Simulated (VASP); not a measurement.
Method: PBEsol GGA, VASP's PBE PAW potentials (set 64) (plane waves; VASP).

The input files of a VASP run:

**KPOINTS**
```
kpoints
0
Gamma
  7 7 4
0 0 0
```

### POSCAR
```
Nd
1
    3.6504750000     0.0000000000     0.0000000000
   -1.8252370000     3.1614040000     0.0000000000
    0.0000000000     0.0000000000     5.9268890000
Nd
2
Direct
  0.3420000000   0.6722450000   0.2468530000
  0.6580000000   0.3277550000   0.7531470000
```

### INCAR
```
SYSTEM  =  Nd
ALGO  =  Normal   # blocked Davidson
ISIF  =  2   # forces and stress, cell fixed
ENCUT  =  300   # plane-wave cut-off (eV)
LORBIT  =  11
NELM  =  100   # most electronic steps
EDIFF  =  1E-6   # SCF stop (eV)
ISMEAR  =  -1   # Fermi-Dirac
LREAL  =  .False.   # projection in real space or not
LASPH  =  .True.
PREC  =  Accurate
SIGMA  =  0.1   # width (eV)
MAGMOM  =  2*3.0
LWAVE  =  .False.
GGA  =  PS   # PBEsol
LCHARG  =  .False.
ISPIN  =  2
LMAXMIX  =  6   # l cut-off of mixed one-centre charges
```

POTCAR, in this order: Nd (PBE.64 set). Program: vasp_std.

Output

### OSZICAR
```
...
DAV:  12    -0.141957320305E+02    0.71297E+00   -0.79673E-01 14432   0.672E+00    0.229E+01
DAV:  13    -0.134507277573E+02    0.74500E+00   -0.14143E+00 15003   0.859E+00    0.123E+01
DAV:  14    -0.133572009841E+02    0.93527E-01   -0.33979E-01 15392   0.358E+00    0.105E+01
DAV:  15    -0.133798104260E+02   -0.22609E-01   -0.14240E-01 13836   0.123E+00    0.996E+00
DAV:  16    -0.133780079585E+02    0.18025E-02   -0.20393E-01 14664   0.198E+00    0.896E+00
DAV:  17    -0.133748993548E+02    0.31086E-02   -0.15591E-01 15810   0.129E+00    0.951E+00
DAV:  18    -0.134375184543E+02   -0.62619E-01   -0.20121E-01 14286   0.192E+00    0.584E+00
DAV:  19    -0.134679319661E+02   -0.30414E-01   -0.23460E-01 15875   0.185E+00    0.178E+00
DAV:  20    -0.134798707173E+02   -0.11939E-01   -0.18378E-01 15636   0.182E+00    0.115E+00
DAV:  21    -0.134959075861E+02   -0.16037E-01   -0.13094E-01 15126   0.895E-01    0.142E+00
DAV:  22    -0.135023345784E+02   -0.64270E-02   -0.94282E-02 15550   0.713E-01    0.128E+00
DAV:  23    -0.135137720372E+02   -0.11437E-01   -0.87133E-02 15600   0.702E-01    0.931E-01
DAV:  24    -0.135364819799E+02   -0.22710E-01   -0.96688E-02 14600   0.110E+00    0.608E-01
DAV:  25    -0.135472191889E+02   -0.10737E-01   -0.67286E-02 15848   0.748E-01    0.537E-01
DAV:  26    -0.135559639695E+02   -0.87448E-02   -0.54021E-02 15424   0.672E-01    0.676E-01
DAV:  27    -0.135604033494E+02   -0.44394E-02   -0.37833E-02 16520   0.426E-01    0.633E-01
DAV:  28    -0.135614527856E+02   -0.10494E-02   -0.28174E-02 15296   0.327E-01    0.691E-01
DAV:  29    -0.135680016763E+02   -0.65489E-02   -0.28478E-02 15824   0.434E-01    0.770E-01
DAV:  30    -0.135764994638E+02   -0.84978E-02   -0.28970E-02 14792   0.624E-01    0.947E-01
DAV:  31    -0.135788703591E+02   -0.23709E-02   -0.18661E-02 15976   0.332E-01    0.856E-01
DAV:  32    -0.135783308216E+02    0.53954E-03   -0.12310E-02 14928   0.224E-01    0.930E-01
DAV:  33    -0.135847655571E+02   -0.64347E-02   -0.15245E-02 14880   0.475E-01    0.890E-01
DAV:  34    -0.135898081808E+02   -0.50426E-02   -0.14716E-02 15688   0.527E-01    0.741E-01
DAV:  35    -0.135930097997E+02   -0.32016E-02   -0.11840E-02 14912   0.412E-01    0.530E-01
DAV:  36    -0.135950190780E+02   -0.20093E-02   -0.88554E-03 15760   0.305E-01    0.516E-01
DAV:  37    -0.135947705993E+02    0.24848E-03   -0.54368E-03 14419   0.168E-01    0.536E-01
DAV:  38    -0.135978895886E+02   -0.31190E-02   -0.75120E-03 15472   0.376E-01    0.441E-01
DAV:  39    -0.135999588365E+02   -0.20692E-02   -0.68820E-03 14704   0.376E-01    0.281E-01
DAV:  40    -0.136011867206E+02   -0.12279E-02   -0.60292E-03 15472   0.301E-01    0.208E-01
DAV:  41    -0.136017491343E+02   -0.56241E-03   -0.37643E-03 15435   0.166E-01    0.162E-01
DAV:  42    -0.136018858521E+02   -0.13672E-03   -0.23678E-03 11240   0.875E-02    0.173E-01
DAV:  43    -0.136023971404E+02   -0.51129E-03   -0.23337E-03 15344   0.137E-01    0.179E-01
DAV:  44    -0.136025640759E+02   -0.16694E-03   -0.17851E-03 11768   0.771E-02    0.208E-01
DAV:  45    -0.136028993782E+02   -0.33530E-03   -0.16134E-03 13680   0.989E-02    0.218E-01
DAV:  46    -0.136031400056E+02   -0.24063E-03   -0.14166E-03 13424   0.836E-02    0.221E-01
DAV:  47    -0.136031925661E+02   -0.52561E-04   -0.12917E-03 11880   0.683E-02    0.232E-01
DAV:  48    -0.136031095497E+02    0.83016E-04   -0.12068E-03 12336   0.859E-02    0.255E-01
DAV:  49    -0.136032889275E+02   -0.17938E-03   -0.92220E-04 11624   0.545E-02    0.245E-01
DAV:  50    -0.136035186700E+02   -0.22974E-03   -0.90146E-04 12304   0.663E-02    0.234E-01
DAV:  51    -0.136036089471E+02   -0.90277E-04   -0.78094E-04 11384   0.489E-02    0.235E-01
DAV:  52    -0.136036515229E+02   -0.42576E-04   -0.73815E-04 11096   0.388E-02    0.235E-01
DAV:  53    -0.136038254122E+02   -0.17389E-03   -0.72433E-04 11856   0.517E-02    0.230E-01
DAV:  54    -0.136039037692E+02   -0.78357E-04   -0.57609E-04 10584   0.360E-02    0.228E-01
DAV:  55    -0.136039363334E+02   -0.32564E-04   -0.70510E-04  8920   0.347E-02    0.230E-01
DAV:  56    -0.136040686261E+02   -0.13229E-03   -0.69670E-04 11283   0.405E-02    0.236E-01
DAV:  57    -0.136041717201E+02   -0.10309E-03   -0.62929E-04 11808   0.475E-02    0.224E-01
DAV:  58    -0.136042728470E+02   -0.10113E-03   -0.54066E-04 11856   0.438E-02    0.221E-01
DAV:  59    -0.136043079314E+02   -0.35084E-04   -0.38953E-04 11075   0.352E-02    0.222E-01
DAV:  60    -0.136043245912E+02   -0.16660E-04   -0.29824E-04  8056   0.196E-02    0.222E-01
DAV:  61    -0.136043719390E+02   -0.47348E-04   -0.33264E-04  7584   0.277E-02    0.228E-01
DAV:  62    -0.136043953421E+02   -0.23403E-04   -0.31262E-04  7376   0.190E-02    0.226E-01
DAV:  63    -0.136044181333E+02   -0.22791E-04   -0.30272E-04  7176   0.193E-02    0.225E-01
DAV:  64    -0.136044650638E+02   -0.46930E-04   -0.33530E-04  7224   0.177E-02    0.222E-01
DAV:  65    -0.136044869773E+02   -0.21913E-04   -0.25854E-04  7160   0.190E-02    0.222E-01
DAV:  66    -0.136045637844E+02   -0.76807E-04   -0.26092E-04 10176   0.254E-02    0.219E-01
DAV:  67    -0.136045614095E+02    0.23749E-05   -0.23135E-04  7494   0.230E-02    0.218E-01
DAV:  68    -0.136045760933E+02   -0.14684E-04   -0.17147E-04  7136   0.117E-02    0.217E-01
DAV:  69    -0.136045975526E+02   -0.21459E-04   -0.18166E-04  7216   0.133E-02    0.218E-01
DAV:  70    -0.136046116156E+02   -0.14063E-04   -0.16048E-04  7139   0.102E-02    0.217E-01
DAV:  71    -0.136046404458E+02   -0.28830E-04   -0.14961E-04  7969   0.120E-02    0.218E-01
DAV:  72    -0.136046498814E+02   -0.94356E-05   -0.12795E-04  7119   0.994E-03    0.219E-01
DAV:  73    -0.136046565738E+02   -0.66925E-05   -0.12840E-04  7113   0.884E-03    0.219E-01
DAV:  74    -0.136046787903E+02   -0.22216E-04   -0.17244E-04  7113   0.910E-03    0.217E-01
DAV:  75    -0.136046912819E+02   -0.12492E-04   -0.12954E-04  7103   0.851E-03    0.217E-01
DAV:  76    -0.136047291293E+02   -0.37847E-04   -0.18155E-04  7308   0.130E-02    0.216E-01
DAV:  77    -0.136047381666E+02   -0.90373E-05   -0.13779E-04  7262   0.116E-02    0.216E-01
DAV:  78    -0.136047461536E+02   -0.79870E-05   -0.11570E-04  7078   0.753E-03    0.215E-01
DAV:  79    -0.136047657687E+02   -0.19615E-04   -0.13014E-04  7686   0.868E-03    0.217E-01
DAV:  80    -0.136047780740E+02   -0.12305E-04   -0.10599E-04  7031   0.818E-03    0.216E-01
DAV:  81    -0.136047911272E+02   -0.13053E-04   -0.11606E-04  7191   0.811E-03    0.212E-01
DAV:  82    -0.136047962015E+02   -0.50743E-05   -0.10149E-04  7018   0.830E-03    0.212E-01
DAV:  83    -0.136048074197E+02   -0.11218E-04   -0.71824E-05  6973   0.684E-03    0.212E-01
DAV:  84    -0.136048118586E+02   -0.44389E-05   -0.47340E-05  6963   0.568E-03    0.212E-01
DAV:  85    -0.136048197340E+02   -0.78754E-05   -0.56342E-05  6918   0.626E-03    0.212E-01
DAV:  86    -0.136054681114E+02   -0.64838E-03   -0.55661E-03 14616   0.537E-01    0.133E-01
DAV:  87    -0.136058329087E+02   -0.36480E-03   -0.34423E-04 15020   0.110E-01    0.862E-02
DAV:  88    -0.136054768945E+02    0.35601E-03   -0.28035E-04 14872   0.141E-01    0.100E-01
DAV:  89    -0.136054036600E+02    0.73234E-04   -0.13142E-04 11875   0.607E-02    0.114E-01
DAV:  90    -0.136050531263E+02    0.35053E-03   -0.55123E-04 15048   0.149E-01    0.125E-01
DAV:  91    -0.136051933301E+02   -0.14020E-03   -0.10623E-04 11830   0.487E-02    0.122E-01
DAV:  92    -0.136051856434E+02    0.76867E-05   -0.13258E-04 13064   0.689E-02    0.113E-01
DAV:  93    -0.136049804504E+02    0.20519E-03   -0.29994E-04 14216   0.111E-01    0.115E-01
DAV:  94    -0.136048797386E+02    0.10071E-03   -0.22097E-04 12928   0.875E-02    0.114E-01
DAV:  95    -0.136049000226E+02   -0.20284E-04   -0.10149E-04 11880   0.529E-02    0.116E-01
DAV:  96    -0.136050369492E+02   -0.13693E-03   -0.55967E-05 11854   0.504E-02    0.986E-02
DAV:  97    -0.136050446558E+02   -0.77066E-05   -0.58435E-05 11880   0.417E-02    0.978E-02
DAV:  98    -0.136050463797E+02   -0.17239E-05   -0.22360E-05  9681   0.205E-02    0.970E-02
DAV:  99    -0.136050734362E+02   -0.27056E-04   -0.22195E-05 10176   0.279E-02    0.952E-02
DAV: 100    -0.136050479949E+02    0.25441E-04   -0.16979E-05  7321   0.192E-02
   1 F= -.13605048E+02 E0= -.13402468E+02  d E =-.405161E+00  mag=     8.2235
```

OUTCAR:
```
------------------------ aborting loop EDIFF was not reached (unconverged)  ----------------------------
  FORCE on cell =-STRESS in cart. coord.  units (eV):
  Direction    XX          YY          ZZ          XY          YZ          ZX
  --------------------------------------------------------------------------------------
  Total       -1.7728446     -1.7316704     -1.9756757     -0.0091524      0.0067935      0.0019906
  in kB      -41.5264755    -40.5620266    -46.2775189     -0.2143814      0.1591282      0.0466269
  external PRESSURE =     -42.7886737 kB  Pullay stress =       0.0000000 kB
  volume of cell :       68.40
      direct lattice vectors                 reciprocal lattice vectors
     3.650475000  0.000000000  0.000000000     0.273936953  0.158157535  0.000000000
    -1.825237000  3.161404000  0.000000000     0.000000000  0.316315156  0.000000000
     0.000000000  0.000000000  5.926889000     0.000000000  0.000000000  0.168722579
 POSITION                                       TOTAL-FORCE (eV/Angst)
 -----------------------------------------------------------------------------------
      0.02146      2.12524      1.46307        -0.024589     -0.015175      0.038111
      1.80378      1.03617      4.46382         0.024589      0.015175     -0.038111
 -----------------------------------------------------------------------------------
    total drift:                               -0.000000     -0.000000      0.000000
  FREE ENERGIE OF THE ION-ELECTRON SYSTEM (eV)
  ---------------------------------------------------
  free  energy   TOTEN  =       -13.6050479949 eV

  energy  without entropy=      -13.1998874433  energy(sigma->0) =      -13.40246772

 total charge

# of ion       s       p       d       f       tot
--------------------------------------------------
    1        2.003   5.328   0.553   3.268  11.152
    2        2.003   5.328   0.553   3.268  11.152
--------------------------------------------------
tot          4.007  10.656   1.105   6.536  22.304

 magnetization (x)

# of ion       s       p       d       f       tot
--------------------------------------------------
    1       -0.002  -0.073   0.205   3.242   3.372
    2       -0.002  -0.073   0.205   3.242   3.372
--------------------------------------------------
tot         -0.004  -0.146   0.410   6.484   6.744
```
(Selected blocks of OUTCAR.)

stdout:
```
...
 -----------------------------------------------------------------------------
|                                                                             |
|           W    W    AA    RRRRR   N    N  II  N    N   GGGG   !!!           |
|           W    W   A  A   R    R  NN   N  II  NN   N  G    G  !!!           |
|           W    W  A    A  R    R  N N  N  II  N N  N  G       !!!           |
|           W WW W  AAAAAA  RRRRR   N  N N  II  N  N N  G  GGG   !            |
|           WW  WW  A    A  R   R   N   NN  II  N   NN  G    G                |
|           W    W  A    A  R    R  N    N  II  N    N   GGGG   !!!           |
|                                                                             |
|     The electronic self-consistency was not achieved in the given           |
|     number of steps (NELM). The forces and other quantities evaluated       |
|     might not be reliable so examine the results carefully. If you find     |
|     spurious results, we suggest increasing NELM, if you were close to      |
|     convergence or switching to a different ALGO or adjusting the           |
|     density mixing parameters otherwise.                                    |
|                                                                             |
 -----------------------------------------------------------------------------

 -----------------------------------------------------------------------------
|                                                                             |
|           W    W    AA    RRRRR   N    N  II  N    N   GGGG   !!!           |
|           W    W   A  A   R    R  NN   N  II  NN   N  G    G  !!!           |
|           W    W  A    A  R    R  N N  N  II  N N  N  G       !!!           |
|           W WW W  AAAAAA  RRRRR   N  N N  II  N  N N  G  GGG   !            |
|           WW  WW  A    A  R   R   N   NN  II  N   NN  G    G                |
|           W    W  A    A  R    R  N    N  II  N    N   GGGG   !!!           |
|                                                                             |
|     Your highest band is occupied at some k-points! Unless you are          |
|     performing a calculation for an insulator or semiconductor, without     |
|     unoccupied bands, you have included TOO FEW BANDS!! Please increase     |
|     the parameter NBANDS in file INCAR to ensure that the highest band      |
|     is unoccupied at all k-points. It is always recommended to include      |
|     a few unoccupied bands to accelerate the convergence of                 |
|     molecular-dynamics runs (even for insulators or semiconductors),        |
|     since the presence of unoccupied bands improves wavefunction            |
|     prediction and helps to suppress 'band-crossings'.                      |
|                                                                             |
 -----------------------------------------------------------------------------

   1 F= -.13605048E+02 E0= -.13402468E+02  d E =-.405161E+00  mag=     8.2235
```

Convergence was not reached.

At this cut-off the stress carries a Pulay error, which pulls relaxed volumes low.

The structure was generated: Nd was put into an ordered model structure, which need not be its known phase. The cell was not relaxed at this level, atoms are displaced from their ideal sites. The run is one of a series of settings (GGA = PS against the base run), some of them coarse on purpose. VASP warned that the highest band is occupied, so more bands are needed.
